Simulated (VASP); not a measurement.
Consider the following.

```yaml
crystal:
  lattice:
    - [1.55291, -2.68972, 0.00000]
    - [1.55291, 2.68972, 0.00000]
    - [0.00000, 0.00000, 4.97330]
  atoms:
    - { symbol: Al, position: [0.66667, 0.33333, 0.50005] }
    - { symbol: Al, position: [0.33333, 0.66667, 0.00005] }
    - { symbol: N, position: [0.66667, 0.33333, 0.88195] }
    - { symbol: N, position: [0.33333, 0.66667, 0.38195] }
```

All values below come from PBE GGA with D4 dispersion, VASP's PBE PAW potentials (set 64) (plane waves; VASP 6.6.1). Run with 520 eV cut-off, 9×9×5 Γ-centred mesh, tetrahedra with Blöchl corrections, potentials Al N.

Task: Predict the energy per atom (σ→0), band gap (on the k-mesh) with the smallest direct gap where there is one.

Result: 
- band gap (on the k-mesh): 4.25 eV
- smallest direct gap (on the k-mesh): 4.25 eV
- energy per atom (σ→0): -7.750 eV/atom

Only differences to runs with the same potentials and settings are physical.

The compound is AlN in the wurtzite structure. It was relaxed first.
